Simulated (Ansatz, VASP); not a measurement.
# Cross-check of TiO2 (Anatase) between VASP and Ansatz

Aim: how closely do two programs agree when they are given the same cell, functional and k mesh? The cell is taken from a series of runs on this material, whose earlier steps may have relaxed, scaled, displaced or heated it; both programs get it as it stands.

Main program and level: Ansatz 0.2.0; plane waves, with VASP 6.6.1 beside it; r2SCAN.

## 1. The structure

The structure is tetragonal, space group I4_1/amd (No. 141). The conventional cell has a = 3.784 Å, b = 3.784 Å, c = 9.515 Å, α = 90.00°, β = 90.00°, γ = 90.00°. Ti has 6 O at 1.93 to 1.98 Å nearest. Nearest to O lie 3 Ti at 1.93 to 1.98 Å. Farther neighbours and most contacts between anions are not listed.

## 2. Ansatz: G0W0 gap, r2SCAN

Ansatz runs on its default PAW (the set named soft_2) files.

Quasiparticle shifts depend on high empty states and on the cores, so they are the hardest test of two PAW sets.

Input file input.yaml:

```yaml
crystal:
  lattice:
    - [-1.8921, 1.8921, 4.7573]
    - [1.8921, -1.8921, 4.7573]
    - [1.8921, 1.8921, -4.7573]
  atoms:
    - { symbol: Ti, position: [0.0, 0.0, 0.0] }
    - { symbol: Ti, position: [0.75, 0.25, 0.5] }
    - { symbol: O, position: [0.2081, 0.2081, 0.0] }
    - { symbol: O, position: [0.9581, 0.4581, 0.5] }
    - { symbol: O, position: [0.5419, 0.0419, 0.5] }
    - { symbol: O, position: [0.7919, 0.7919, 0.0] }
kpoints:
  mp_grid: { grid: [6, 6, 6] }
hamiltonian:
  xc: r2scan
scf:
  occupations: { method: fixed }
gw:
  n_empty_bands: 154
  ecut_chi: 100
  qp_bands: [v2, c2]
  qp_kpoints: band_edges
  screening: { model: contour_deformation }
```

The run is started by

```bash
ansatz run input.yaml --threads 2 --pin off --max-ram 92160MiB --backend cuda --devices 1 --max-vram 13GiB --events-out ev --progress --plain --runs-dir out
```

Numbers of over 12 decimals in the logs are rounded to 6 here.

Output:

```text
GPUs: using 1 of 1 available (devices: 1).
Engine: ansatz 0.2.0, x86_64-unknown-linux-gnu
Pseudopotentials: kind: paw
Pseudopotential: Ti, paw, valence charge 12, recommended cutoff 500 eV (meta_gga), Ti.paw.azcp
Pseudopotential: O, paw, valence charge 6, recommended cutoff 500 eV (meta_gga), O.paw.azcp
Functional definition: r2SCAN
  parameter k0 = 0.174
  parameter k1 = 0.065
  parameter a1 = 4.9479
  exchange = r2scan_x(k0 = k0, k1 = k1, a1 = a1)
  correlation = r2scan_c
device memory: the entry about to start is reckoned to put 1.7 GiB on a device that reports 37.6 GiB free (of which the cap on the GPU budget leaves the run 13.0 GiB)
GPU FFT provider: cuFFT
GPU libraries: cuBLAS 13.8.2, cuFFT 12.4.0, cuSOLVER 12.3.4
Crystal: 6 atoms, lattice volume = 68.125 Å³
Basis set: ecut = 500 eV, 1693 PW (Γ), exchange–correlation on 160×160×160 points (64 copies of the dense FFT grid, shifted against one another)
Bands: 30, of which v1, the nominal top of the filled ones, is band 24 counted from 1 (23 counted from 0)
Symmetry: 16 space group operations
Space group: I41/amd (ITA 141), of the structure as read, at distance tolerance 4.1e-5 Å
k-points: 30 of 216
Non-local potential: Ti, projectors of the file, l = 0: 3, l = 1: 2, l = 2: 3, l = 3: 1
Non-local potential: O, projectors of the file, l = 0: 2, l = 1: 2, l = 2: 1
PAW form: soft (Blöchl's): semilocal exchange-correlation on the pseudo side does not see the compensation charge
PAW frozen core: Ti, regenerated for the run's functional (the file was generated under x = pbe(κ = 0.804, μ = 0.219515), c = pbe(β = 0.066725))
PAW frozen core: O, regenerated for the run's functional (the file was generated under x = pbe(κ = 0.804, μ = 0.219515), c = pbe(β = 0.066725))
PAW one-centre angular grid: Ti, 590 points (default); XC on 160 Gauss nodes
PAW one-centre angular grid: O, 302 points (default); XC on 160 Gauss nodes
Initial density: superposition of atomic densities (neutral atoms: chi_scale 0, normalization atom), corrected by the library's trained network
Initial wavefunctions: pseudopotential atomic-orbital guess
GPU buffer pool allocated for 64000 grid points (all kernels)
GPU transforms: local potential and band sums: pruned to the plane-wave sphere, on 40×40×40
Functional: x = r2scan, c = r2scan; τ floored in thin density (d = 2e-4 eV/Å³)
SCF iter   1: F=—  HF=-7292.639017 eV  |F-HF|=—  |Δ(HF+E_count)|=         —  Δρ=2.71e-2  dr2=5.84e-1  dr2_τ=3.98e-1  ethr=1.77e-3  ⟨swp⟩=4.1  Hψ=3472  notcnv=0  defer=76
preconditioner: auto → none  [insulator: Δε(μ)=3.065 eV  Ē_g=10.809 eV  n_scr=14 (ndim 8)  ℏωp=25.4 eV  f_vac=0.101  ε∞_Penn≈6.5]
SCF iter   2: F=—  HF=-7292.823946 eV  |F-HF|=—  |Δ(HF+E_count)|=   1.85e-1  Δρ=3.66e-2  dr2=8.63e-1  dr2_τ=1.03e-1  ethr=1.22e-3  ⟨swp⟩=2.8  Hψ=1957  notcnv=0  defer=100
SCF iter   3: F=—  HF=-7292.661938 eV  |F-HF|=—  |Δ(HF+E_count)|=   1.62e-1  Δρ=6.35e-3  dr2=1.12e-2  dr2_τ=1.29e-3  ethr=1.22e-3  ⟨swp⟩=2.0  Hψ=1312  notcnv=0  defer=68
SCF iter   4: F=—  HF=-7292.662747 eV  |F-HF|=—  |Δ(HF+E_count)|=   8.09e-4  Δρ=2.44e-3  dr2=4.35e-3  dr2_τ=2.80e-4  ethr=2.32e-5  ⟨swp⟩=2.6  Hψ=1324  notcnv=0  defer=119
SCF iter   5: F=—  HF=-7292.661927 eV  |F-HF|=—  |Δ(HF+E_count)|=   8.21e-4  Δρ=3.36e-4  dr2=6.76e-5  dr2_τ=3.95e-6  ethr=9.06e-6  ⟨swp⟩=2.1  Hψ=1264  notcnv=0  defer=119
SCF iter   6: F=—  HF=-7292.661929 eV  |F-HF|=—  |Δ(HF+E_count)|=   2.97e-6  Δρ=3.58e-5  dr2=2.58e-7  dr2_τ=7.78e-8  ethr=1.41e-7  ⟨swp⟩=2.0  Hψ=1202  notcnv=0  defer=68
SCF iter   7: F=—  HF=-7292.661930 eV  |F-HF|=—  |Δ(HF+E_count)|=   3.05e-7  Δρ=2.84e-5  dr2=7.07e-7  dr2_τ=2.45e-8  ethr=2.08e-10  ⟨swp⟩=8.7  Hψ=3386  notcnv=0
SCF iter   8: F=-7292.661930 eV  HF=-7292.661930 eV  |F-HF|=1.43e-9  |Δ(HF+E_count)|=   1.29e-7  Δρ=1.53e-6  dr2=1.84e-9  dr2_τ=3.88e-11  ethr=2.08e-10  ⟨swp⟩=2.0  Hψ=3084  notcnv=0
SCF 1 converged in 8 iterations: F = -7292.661930 eV  dr2 = 1.84e-9
  greatest PAW one-centre occupation: 1.000 electrons in one spin orbital (limit 2), on the Ti atom at site 1 (counted from 0), in its partial waves of l = 0
device memory: the entry about to start is reckoned to put 1.9 GiB (of the 2.0 GiB reckoned in all, the device holds 0.1 GiB already) on a device that reports 37.4 GiB free (of which the cap on the GPU budget leaves the run 12.9 GiB)
NSCF: frozen V_eff on 30 k-points, pencils in batches of 32, up to order 120
the band table was solved once the SCF had ended and its energy, with any forces and stress, was formed, with the checks that follow a solve (3552 applications of the Hamiltonian). They found nothing against the state; the energy, forces and stress were not computed again (output.eigenvalues in the input reference)
device memory: the entry about to start is reckoned to put 1.8 GiB on a device that reports 37.5 GiB free (of which the cap on the GPU budget leaves the run 13.0 GiB)
NSCF: frozen V_eff on 30 k-points
G₀W₀ screening: q 1/30
[... further progress lines ...]
[...]
--- G₀W₀: contour deformation, 6 samples at zero and on the imaginary axis and 2 off it, 216 q-points, 154 empty bands' worth ---
  eigenvalues of the whole cell's RPA ε∞ on this k-mesh (on a slab, of 1 + 4πα/V) = 5.4409, 5.8810, 5.8810; static W/v taken at q = 0 is 0.173161
  gw.qp_kpoints: band_edges: 23 of 30 stored k-points solved, in 1 pass; an edge of the gap read off the rows below is read off those points alone
    valence top: of the k-points left out ik 17 came nearest to being solved in a further pass, in band 24 (counted from 1, as in the quasiparticle table): it holds the edge there only if its correction is more favourable than any solved in that band by at least 0.482 eV; those differ by 0.083 eV
    conduction bottom: of the k-points left out ik 17 came nearest to being solved in a further pass, in band 25 (counted from 1, as in the quasiparticle table): it holds the edge there only if its correction is more favourable than any solved in that band by at least 0.523 eV; those differ by 0.142 eV
    ik  band        ε_KS         Σx   Σc(E_QP)       V_xc       Z   E_QP_lin       E_QP  E_QP is
     0    23      6.4753   -25.3960     4.6978   -20.7990  0.7194     6.5759     6.5761  root
     0    24      6.4753   -25.3960     4.6978   -20.7990  0.7194     6.5759     6.5761  root
     0    25      9.4725   -12.9429    -6.3447   -20.4844  0.7419    10.6947    10.6693  root
     0    26     10.2114   -13.3399    -7.1191   -21.7596  0.7225    11.5495    11.5120  root
     1    23      6.2814   -25.9437     4.6672   -21.3665  0.7281     6.3713     6.3715  root
     1    24      6.6881   -25.7788     4.6587   -21.2375  0.7256     6.8052     6.8055  root
     1    25     10.3123   -13.2593    -7.1562   -21.7151  0.7225    11.6496    11.6120  root
     1    26     10.3954   -14.0855    -6.2982   -21.6338  0.7242    11.6784    11.6455  root
     2    23      6.3671   -25.3888     4.6527   -20.8166  0.7213     6.4474     6.4476  root
     2    24      6.8540   -25.7385     4.6489   -21.2243  0.7235     6.9883     6.9886  root
     2    25     10.4158   -13.5148    -7.1260   -21.9690  0.7222    11.7836    11.7441  root
     2    26     10.6610   -14.5493    -6.6304   -22.5434  0.7220    12.0661    12.0248  root
     3    23      6.9246   -25.8547     4.6290   -21.3657  0.7259     7.0643     7.0646  root
     3    24      6.9246   -25.8547     4.6290   -21.3657  0.7259     7.0643     7.0646  root
     3    25     10.7042   -13.7587    -7.2254   -22.3166  0.7157    12.0791    12.0367  root
     3    26     10.7042   -13.7587    -7.2254   -22.3166  0.7157    12.0791    12.0367  root
     4    23      6.2299   -26.0225     4.2590   -21.9064  0.7333     6.3724     6.3728  root
     4    24      6.4800   -25.6847     4.6449   -21.1415  0.7257     6.5816     6.5818  root
     4    25     10.0123   -13.8252    -6.1815   -21.2345  0.7317    11.2690    11.2401  root
     4    26     10.3248   -13.3657    -7.1029   -21.7602  0.7212    11.6539    11.6164  root
     5    23      6.2835   -25.9823     4.6596   -21.3982  0.7312     6.3589     6.3590  root
     5    24      6.5470   -25.3190     4.6193   -20.7969  0.7208     6.6441     6.6443  root
     5    25     10.3905   -13.4307    -7.1115   -21.8581  0.7229    11.7448    11.7063  root
     5    26     10.5679   -14.0902    -6.8297   -22.2736  0.7242    11.9618    11.9216  root
[...]
28    23      6.3278   -25.2625     4.5600   -20.7886  0.7218     6.4139     6.4141  root
    28    24      6.3278   -25.2625     4.5600   -20.7886  0.7218     6.4139     6.4141  root
    28    25     10.3103   -13.7206    -6.6295   -21.6230  0.7262    11.6174    11.5832  root
    28    26     10.3103   -13.7206    -6.6295   -21.6230  0.7262    11.6174    11.5832  root
    29    23      6.8320   -26.1964     4.5415   -21.8147  0.7313     6.9915     6.9919  root
    29    24      6.8320   -26.1964     4.5415   -21.8147  0.7313     6.9915     6.9919  root
    29    25      9.8295   -13.1090    -6.7137   -21.0714  0.7330    11.1091    11.0782  root
    29    26      9.8295   -13.1090    -6.7137   -21.0714  0.7330    11.1091    11.0782  root
```

The column dr2 measures how far the density is from self-consistency, as an energy; F and HF (Harris–Foulkes) agree once it is small.

(Part 1 of 2 ends here.)

[Lines on the potential files, build, host, timing and source positions are cut from VASP's logs without a mark.]

[Logs are printed without paths, hosts, clocks, repeated set-up lines and the standing remarks that a program may print on its own settings, such as how far it seeks lower states.]

[Hosts, paths, dates, database ids (printed as entryN), source tags and the programs' standing remarks are cut or masked in the printed files.]
